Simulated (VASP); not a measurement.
OSZICAR of a VASP run on WSe2 (space group P6_3/mmc):

OSZICAR:
```
       N       E                     dE             d eps       ncg     rms          rms(c)
DAV:   1     0.388325923482E+03    0.38833E+03   -0.21793E+04  1004   0.109E+03
DAV:   2    -0.231468191472E+02   -0.41147E+03   -0.40067E+03  1046   0.342E+02
DAV:   3    -0.479474412760E+02   -0.24801E+02   -0.24649E+02  1070   0.791E+01
DAV:   4    -0.485373376903E+02   -0.58990E+00   -0.58792E+00  1104   0.123E+01
DAV:   5    -0.485532193761E+02   -0.15882E-01   -0.15876E-01  1103   0.189E+00    0.299E+01
DAV:   6    -0.469148063372E+02    0.16384E+01   -0.10954E+01  1008   0.181E+01    0.106E+01
DAV:   7    -0.466521399816E+02    0.26267E+00   -0.44706E+00   979   0.862E+00    0.558E+00
DAV:   8    -0.464914458736E+02    0.16069E+00   -0.64816E-01  1156   0.452E+00    0.112E+00
DAV:   9    -0.464915480235E+02   -0.10215E-03   -0.58069E-02  1143   0.118E+00    0.695E-01
DAV:  10    -0.464905008606E+02    0.10472E-02   -0.18859E-02  1127   0.876E-01    0.225E-01
DAV:  11    -0.464902787269E+02    0.22213E-03   -0.29436E-03  1101   0.324E-01    0.127E-01
DAV:  12    -0.464902640669E+02    0.14660E-04   -0.11818E-04  1117   0.555E-02    0.767E-02
DAV:  13    -0.464902719156E+02   -0.78487E-05   -0.90773E-05  1151   0.515E-02    0.464E-03
DAV:  14    -0.464902733620E+02   -0.14464E-05   -0.27533E-06   916   0.988E-03    0.584E-03
DAV:  15    -0.464902735850E+02   -0.22304E-06   -0.28811E-07   707   0.335E-03
   1 F= -.46490274E+02 E0= -.46490274E+02  d E =0.000000E+00
```

Which electronic solver shows in the log?

It is blocked Davidson (ALGO = Normal, or the opening steps of other solvers). The INCAR had ALGO = Normal.

Can the final energy be trusted as converged?

Self-consistency was reached. It stopped with EDIFF = 1E-6, NELM = 100 (PBEsol GGA, plane waves, VASP's PBE PAW potentials (set 64)).

The structure comes from a computed database's WSe2 entry; how it stands against other phases isn't given here. The cell was not relaxed at this level. The run is one of a series of settings (GGA = PS against the base run), some of them coarse on purpose.
